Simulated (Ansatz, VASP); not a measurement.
# SiTe2 in two plane-wave programs, part 2 of 2

Wanted: the spread between two codes on one cell, functional and k mesh. Of the first pair: The structure shown is the start of the Ansatz relaxation below; VASP solves that cell, so the two are compared at the walk's first step.

VASP 6.6.1 and Ansatz 0.2.0.

So far. Step 3 (VASP: single point, PBEsol, start cell, pair 1): The run ends at a pressure of -0.86 GPa, with forces up to 0.051 eV/Å.

## (7) VASP: single point, PBEsol, relaxed atoms in a fixed cell, pair 2

Level of this step: PBEsol; plane waves and PAW (Si, Te) (VASP).

The same cell, functional, mesh and smearing now go to VASP, with its own data sets.

Contents of INCAR:

```
SYSTEM = SiTe2
PREC = Accurate
ENCUT = 400
EDIFF = 1E-06
NELM = 120
ISMEAR = 1
SIGMA = 0.2
LREAL = .FALSE.
ALGO = Normal
GGA = PS
NBANDS = 14
LORBIT = 11
LWAVE = .FALSE.
LCHARG = .FALSE.
ISIF = 2
LDIPOL = .TRUE.
IDIPOL = 3
DIPOL = 0.5 0.5 0.329
LVHAR = .TRUE.
LASPH = .TRUE.
GGA_COMPAT = .FALSE.
NELMDL = -8
KPAR = 2
```

Contents of POSCAR:

```
SiTe2
1.0
    3.9265861849      0.0000000000      0.0000000000
   -1.9632930925      3.4005233863      0.0000000000
    0.0000000000      0.0000000000     30.4240000000
Si Te
1 2
Direct
    0.0000000000      0.0000000000      0.3286878780
    0.3333333333      0.6666666667      0.3803617585
    0.6666666667      0.3333333333      0.2770139975
```

Contents of KPOINTS:

```
Automatic mesh
0
Gamma
15 15 1
0 0 0
```

Potentials, in the order of the species: Si and Te (PBE family, release 64).

Launch:

```console
$ mpirun -np 2 vasp_std
```

Numbers of over 12 decimals in the logs are rounded to 6 here.

Log:

```text
[banner, memory and clock lines left out]
running    2 mpi-ranks, on    1 nodes
[...]
[... a notice as in an earlier step ...]

 LDA part: xc-table for (Slater+PW92), standard interpolation
 POSCAR, INCAR and KPOINTS ok, starting setup
[...]
entering main loop
       N       E                     dE             d eps       ncg     rms          rms(c)
DAV:   1     0.939788947408E+02    0.93979E+02   -0.37522E+03   756   0.605E+02
DAV:   2    -0.288429991374E+01   -0.96863E+02   -0.91784E+02  1266   0.116E+02
DAV:   3    -0.123012444060E+02   -0.94169E+01   -0.91973E+01  1034   0.450E+01
DAV:   4    -0.125799224425E+02   -0.27868E+00   -0.27821E+00  1004   0.977E+00
[...]
DAV:  22    -0.125033239725E+02   -0.14579E-05   -0.36742E-08   798   0.524E-04    0.364E-04
DAV:  23    -0.125033254486E+02   -0.14760E-05   -0.26299E-08   744   0.474E-04    0.750E-04
DAV:  24    -0.125033260806E+02   -0.63207E-06   -0.73501E-09   792   0.271E-04
   1 F= -.12503326E+02 E0= -.12503494E+02  d E =0.504623E-03
```

OUTCAR, selected parts (step 7):

```text
  Total       -3.1203074     -3.1203074      0.0745448      0.0000000      0.0000000      0.0000000
  in kB      -12.3063923    -12.3063923      0.2940021      0.0000000      0.0000000      0.0000000
  external PRESSURE =      -8.1062608 kB  Pullay stress =       0.0000000 kB

 POSITION                                       TOTAL-FORCE (eV/Angst)
 -----------------------------------------------------------------------------------
      0.00000      0.00000     10.00000         0.000000      0.000000     -0.000000
     -0.00000      2.26702     11.57213         0.000000     -0.000000      0.027504
      1.96329      1.13351      8.42787        -0.000000      0.000000     -0.027504
 -----------------------------------------------------------------------------------
    total drift:                                0.000000     -0.000000      0.000026

  FREE ENERGIE OF THE ION-ELECTRON SYSTEM (eV)
  ---------------------------------------------------
  free  energy   TOTEN  =       -12.5033260806 eV

  energy  without entropy=      -12.5038307037  energy(sigma->0) =      -12.50349429

[... 2 parts as in an earlier step ...]

[... 1 further part left out ...]
[key lines of the parts left out:]
E-fermi :  -3.0387
```

The run ends at a pressure of -0.81 GPa, with forces up to 0.028 eV/Å.

## (8) Side by side

What differs besides the data sets and the points named for the pairs above, as far as they apply: the data sets hold 36 valence electrons in Ansatz (on its PAW soft_1 files) and 16 in VASP. Total energies have different zeros and are not compared.

The largest component of a force difference here is 27 meV/Å. Where the cell holds vacuum, a pressure given here is an average over it and none of the material.

## (9) Ansatz: relaxation, PBEsol

The two programs are compared at the cell with which this relaxation starts, whose forces are those of its first step.

The structure compared here is the start of the Ansatz relaxation; VASP solves that cell, so the two are compared at the walk's first step.

Contents of input.yaml:

```yaml
crystal:
  lattice:
    - [3.7396058904, 0.0, 0.0]
    - [-1.8698029452, 3.3681374493, 0.0]
    - [0.0, 0.0, 30.424]
  atoms:
    - { symbol: Si, position: [0.0, 0.0, 0.328687878] }
    - { symbol: Te, position: [0.3316025228, 0.6632050456, 0.3813536499] }
    - { symbol: Te, position: [0.6683974772, 0.3367949544, 0.2760221061] }
  periodic: [true, true, false]
kpoints:
  mp_grid: { grid: [15, 15, 1] }
hamiltonian:
  xc: pbesol
  pseudopotentials: { kind: paw, azcp: { folder: soft_1 }, xc_functional: pbe }
scf:
  occupations: { method: methfessel_paxton, width: 0.2 }
output:
  forces: true
  stress: true
  eigenvalues: true
relax:
  adjacent_minimum: "off"
  f_tol: 0.001
  max_steps: 60
```

Launch:

```console
$ ansatz run input.yaml --threads 8 --pin off --max-ram 16384MiB --backend cpu --events-out ev --progress --plain --runs-dir out
```

Log:

```text
[...]
Crystal: 3 atoms, lattice volume = 383.206 Å³
Basis set: ecut = 420 eV, 7537 PW (Γ), exchange–correlation on 50×54×432 points (8 copies of the dense FFT grid, shifted against one another)
Bands: 22, of which v1, the nominal top of the filled ones, is band 18 counted from 1 (17 counted from 0)
Symmetry: 4 space group operations
[...]
--- Relaxed structure (4 steps of the walk, 3 accepted, 0 SCFs on fresh bases) ---
  F+E_penalty+E_count = -14424.53733925 eV   max|allowed force component| = 7.535e-4 eV/Å
  cell:  # Å, volume = 383.2057 Å³
    - [3.7396058904, 0.0, 0.0]
    - [-1.8698029452, 3.3681374493, 0.0]
    - [0.0, 0.0, 30.424]
  atoms:
    - { symbol: Si, position: [0.0, 0.0, 0.328688] }
    - { symbol: Te, position: [0.331079, 0.662158, 0.381201] }
    - { symbol: Te, position: [0.668921, 0.337842, 0.276175] }
[key lines of the parts left out:]
SCF converged after 4 iterations
Free energy (F): -14424.537339 eV
Fermi energy:    -5.037401 eV
P = ½ c Tr σ = -1.7300 N/m
```

## (10) VASP: single point, PBEsol, start cell, pair 3

The same cell, functional, mesh and smearing now go to VASP, with its own data sets.

INCAR is that of step 7.

Contents of POSCAR:

```
SiTe2
1.0
    3.7396058904      0.0000000000      0.0000000000
   -1.8698029452      3.3681374493      0.0000000000
    0.0000000000      0.0000000000     30.4240000000
Si Te
1 2
Direct
    0.0000000000      0.0000000000      0.3286878780
    0.3316025189      0.6632050378      0.3813536353
    0.6683974811      0.3367949622      0.2760221207
```

KPOINTS is that of step 7.

Launch:

```console
$ mpirun -np 2 vasp_std
```

Log:

```text
[... set-up lines as in an earlier step ...]
 entering main loop
       N       E                     dE             d eps       ncg     rms          rms(c)
DAV:   1     0.962096054029E+02    0.96210E+02   -0.38256E+03  1792   0.613E+02
DAV:   2    -0.342571450036E+01   -0.99635E+02   -0.93412E+02  3100   0.118E+02
DAV:   3    -0.124705177370E+02   -0.90448E+01   -0.88974E+01  2422   0.450E+01
DAV:   4    -0.127296273876E+02   -0.25911E+00   -0.25841E+00  2408   0.964E+00
[...]
DAV:  23    -0.126337310384E+02   -0.17853E-05   -0.45418E-08  1850   0.561E-04    0.182E-04
DAV:  24    -0.126337323160E+02   -0.12776E-05   -0.13493E-08  1820   0.358E-04    0.253E-04
DAV:  25    -0.126337330261E+02   -0.71003E-06   -0.65651E-09  1760   0.257E-04
   1 F= -.12633733E+02 E0= -.12634003E+02  d E =0.810545E-03
```

Parts of OUTCAR (step 10):

```text
  Total       -1.2037434     -1.4765748     -0.0501672      0.0000000     -0.0382522      0.0000000
  in kB       -5.0328334     -6.1735374     -0.2097484      0.0000000     -0.1599321      0.0000000
  external PRESSURE =      -3.8053731 kB  Pullay stress =       0.0000000 kB

 POSITION                                       TOTAL-FORCE (eV/Angst)
 -----------------------------------------------------------------------------------
      0.00000      0.00000     10.00000         0.000000      0.000000      0.000000
      0.00000      2.23377     11.60230        -0.000000     -0.012154     -0.011962
      1.86980      1.13437      8.39770        -0.000000      0.012154      0.011962
 -----------------------------------------------------------------------------------
    total drift:                                0.000000     -0.000000      0.000020

  FREE ENERGIE OF THE ION-ELECTRON SYSTEM (eV)
  ---------------------------------------------------
  free  energy   TOTEN  =       -12.6337330261 eV

  energy  without entropy=      -12.6345435710  energy(sigma->0) =      -12.63400321

[... 3 further parts left out ...]
[key lines of the parts left out:]
E-fermi :  -2.6298
```

The run ends at a pressure of -0.38 GPa, with forces up to 0.017 eV/Å.

## (11) Differences

What differs besides the data sets and the points named for the pairs above, as far as they apply: the data sets hold 36 valence electrons in Ansatz (on its PAW soft_1 files) and 16 in VASP. Total energies have different zeros and are not compared.

The largest component of a force difference here is 32 meV/Å. Where the cell holds vacuum, a pressure given here is an average over it and none of the material.

## (12) Outcome

| Property | Result |
| --- | --- |
| r.m.s. force difference (single point, PBEsol, start cell, pair 1) | 13 meV/Å |
| r.m.s. force difference (single point, PBEsol, relaxed atoms in a fixed cell, pair 2) | 13 meV/Å |
| r.m.s. force difference (single point, PBEsol, start cell, pair 3) | 15 meV/Å |

In words: The r.m.s. force difference is 15 meV/Å (single point, PBEsol, start cell, pair 3), beyond the 12 meV/Å picked in this series as the mark of a large difference. The data sets hold unlike numbers of valence electrons (36 in Ansatz and 16 in VASP), so part of the differences may come from the potentials. For single point, PBEsol, start cell, pair 1, no further run moves any of the tabulated differences by more than a quarter of its size. What causes the difference of the single point, PBEsol, relaxed atoms in a fixed cell, pair 2 pair stays open here. What causes the difference of the single point, PBEsol, start cell, pair 3 pair stays open here. 9 further pairs of this series are not shown here. Such differences can come from data sets, numerical settings and the points named under the comparisons, not from the functional's error against experiment.

[Lines on the potential files, build, host, timing and source positions are cut from VASP's logs without a mark.]

[Logs are printed without paths, hosts, clocks, repeated set-up lines and the standing remarks that a program may print on its own settings, such as how far it seeks lower states.]

[Hosts, paths, dates, database ids (printed as entryN), source tags and the programs' standing remarks are cut or masked in the printed files.]
